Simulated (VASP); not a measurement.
Level of theory: LDA (Ceperley-Alder, Perdew-Zunger), VASP's LDA PAW potentials (set 64) (plane waves; VASP).

VASP input:

File KPOINTS:
```
Automatic mesh
0
Gamma
10 10 10
0 0 0
```

**POSCAR**
```
BP
1
    0.0000000000     2.2221610717     2.2221610717
    2.2221610717     0.0000000000     2.2221610717
    2.2221610717     2.2221610717     0.0000000000
B P
1 1
Direct
  0.0000000000   0.0000000000   0.0000000000
  0.2500000000   0.2500000000   0.2500000000
```

INCAR:
```
! general
SYSTEM=BP
PREC  =Accurate
ENCUT =520   ! plane-wave cut-off (eV)
LREAL =F   ! projection in real space or not
LASPH =T   ! aspherical one-centre terms

! electronic loop
EDIFF =1E-7   ! SCF stop (eV)
NELM  =100   ! most electronic steps
ALGO  =Normal   ! blocked Davidson

! smearing
ISMEAR=0
SIGMA =0.05

! ions
ISIF  =2

! output
LWAVE =F
LCHARG=F
```

POTCAR, in this order: B P (LDA.64 set). Program: vasp_std.

The run wrote:

File OSZICAR:
```
       N       E                     dE             d eps       ncg     rms          rms(c)
DAV:   1     0.692631689305E+01    0.69263E+01   -0.41467E+03   752   0.901E+02
DAV:   2    -0.151359214191E+02   -0.22062E+02   -0.21178E+02  1168   0.110E+02
DAV:   3    -0.153648627341E+02   -0.22894E+00   -0.22894E+00   872   0.148E+01
DAV:   4    -0.153653641370E+02   -0.50140E-03   -0.50140E-03  1216   0.703E-01
DAV:   5    -0.153653643210E+02   -0.18395E-06   -0.18395E-06   936   0.111E-02    0.803E+00
DAV:   6    -0.145354260416E+02    0.82994E+00   -0.21511E+00   824   0.820E+00    0.427E+00
DAV:   7    -0.144008906940E+02    0.13454E+00   -0.36181E-01  1144   0.367E+00    0.133E+00
DAV:   8    -0.143874269528E+02    0.13464E-01   -0.37174E-02   824   0.126E+00    0.269E-01
DAV:   9    -0.143874506786E+02   -0.23726E-04   -0.53635E-04  1096   0.219E-01    0.173E-01
DAV:  10    -0.143874421938E+02    0.84849E-05   -0.12608E-04   784   0.796E-02    0.266E-02
DAV:  11    -0.143874445106E+02   -0.23168E-05   -0.48279E-06  1160   0.164E-02    0.382E-02
DAV:  12    -0.143874442675E+02    0.24309E-06   -0.14428E-06   792   0.666E-03    0.761E-03
DAV:  13    -0.143874442721E+02   -0.45982E-08   -0.30736E-08   400   0.151E-03
   1 F= -.14387444E+02 E0= -.14387444E+02  d E =-.393403E-11
```

File OUTCAR:
```
------------------------ aborting loop because EDIFF is reached ----------------------------------------
  FORCE on cell =-STRESS in cart. coord.  units (eV):
  Direction    XX          YY          ZZ          XY          YZ          ZX
  --------------------------------------------------------------------------------------
  Total        0.7720324      0.7720324      0.7720324      0.0000000      0.0000000      0.0000000
  in kB       56.3624065     56.3624065     56.3624065      0.0000000      0.0000000      0.0000000
  external PRESSURE =      56.3624065 kB  Pullay stress =       0.0000000 kB
  volume of cell :       21.95
      direct lattice vectors                 reciprocal lattice vectors
     0.000000000  2.222161072  2.222161072    -0.225006192  0.225006192  0.225006192
     2.222161072  0.000000000  2.222161072     0.225006192 -0.225006192  0.225006192
     2.222161072  2.222161072  0.000000000     0.225006192  0.225006192 -0.225006192
  FREE ENERGIE OF THE ION-ELECTRON SYSTEM (eV)
  ---------------------------------------------------
  free  energy   TOTEN  =       -14.3874442721 eV

  energy  without entropy=      -14.3874442721  energy(sigma->0) =      -14.38744427
```
(Selected blocks of OUTCAR.)

The compound is BP in the zinc blende structure. This cell is one point of a volume scan, at 0.97 of the reference volume.
